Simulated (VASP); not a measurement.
Input of a VASP 6.6.1 run:

Contents of INCAR:

```
ALGO = Fast
EDIFF = 1E-4
EDIFFG = -0.08
ENCUT = 520
GGA = PE
IBRION = 2
ISIF = 3
ISMEAR = 0
LASPH = True
LCHARG = False
LREAL = False
LWAVE = False
NELM = 60
NSW = 24
PREC = Normal
SIGMA = 0.15
```

KPOINTS

```
k-points
0
Gamma
  2 4 2
```

Contents of POSCAR:

```
SnTeS4
1.0
    6.6229861800      0.0000000000      0.0000000000
    0.0000000000      3.8269036600      0.0000000000
   -0.0136799200      0.0000000000      6.6971212200
Sn Te S
1 1 4
Direct
    0.0000000000      0.0000000000      0.0000000000
    0.5000000000      0.5000000000      0.0000000000
    0.8444256800      0.5000000000      0.2470362600
    0.1555743200      0.5000000000      0.7529637400
    0.3237388400      0.0000000000      0.2556241800
    0.6762611600      0.0000000000      0.7443758200
```

Potentials or basis: VASP PAW PBE potentials, release 64 (Sn_d, Te, S).

Run with:

```console
$ cat potpaw_PBE.64/Sn_d/POTCAR potpaw_PBE.64/Te/POTCAR potpaw_PBE.64/S/POTCAR > POTCAR
$ mpirun -np 1 vasp_std > vasp.out
```

Task: Estimate the relaxed volume.

Result: 25.78 Å³/atom.

Task: What does it give for the relaxed cell?

Result: a = 6.540 Å, b = 3.776 Å, c = 6.262 Å, α = 90.00°, β = 90.27°, γ = 90.00°.

Task: What does it give for the space group after relaxing (to 0.05 Å)?

Result: P2/m (No. 10).

Forces in eV/Å, atoms in the order of the input:
```
Sn   0.000  0.000  0.000
Te   0.000  0.000  0.000
S    0.025  0.000 -0.015
S   -0.025  0.000  0.015
S   -0.041  0.000 -0.063
S    0.041  0.000  0.063
```

Caveat: the k mesh is coarse (spacing up to 0.47 Å⁻¹), so the values aren't converged; this functional lacks dispersion, which binds the layers, so the pressure and a relaxed spacing across them are unreliable; the relaxation stopped at a loose force limit of 0.08 eV/Å, so its end isn't a converged minimum.
